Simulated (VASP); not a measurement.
The system is HoO.

```
CELL_PARAMETERS angstrom
2.75747 0.00000 0.00000
0.00000 2.75747 0.00000
0.00000 0.00000 2.75747
ATOMIC_POSITIONS crystal
Ho 0.00000 0.00000 0.00000
O 0.50000 0.50000 0.50000
```

The cell comes from a database or a generator and needn't be the stable form of this composition.

Base run:

```yaml
Program: VASP 6.6.1
Functional: PBE
Potentials_or_basis: VASP PAW PBE potentials, release 64 (Ho, O)
Cutoff: 520 eV
k_mesh: 7 × 7 × 7
Occupations: gaussian, width 0.05 eV
Spin: collinear spin, ferromagnetic start
Starting_moments: "[4.0, 0.0] μB"
Fixed_moment: 4 μB
Hubbard_terms: Ho f U = 7 eV
```

Its results: pressure 50.0 GPa; site moments Ho +3.90; O -0.01 μB.

Q: The run is repeated on the same cell with these changes: hubbard terms from Ho f U = 7 eV to Ho f U = 4 eV; further incar settings from ALGO = Normal; EDIFF = 1e-06; NBANDS = 24 to ALGO = Normal; EDIFF = 1e-06. What comes out?

A: Pressure 54.7 GPa; site moments Ho +3.79; O +0.01 μB.

Caveats: the magnetic or orbital state may not be the lowest; a pressure of tens of GPa on the cell as given is suspect, and the run, the potentials or the cell itself is likely at fault; the total moment is fixed, so each spin has its own Fermi level.
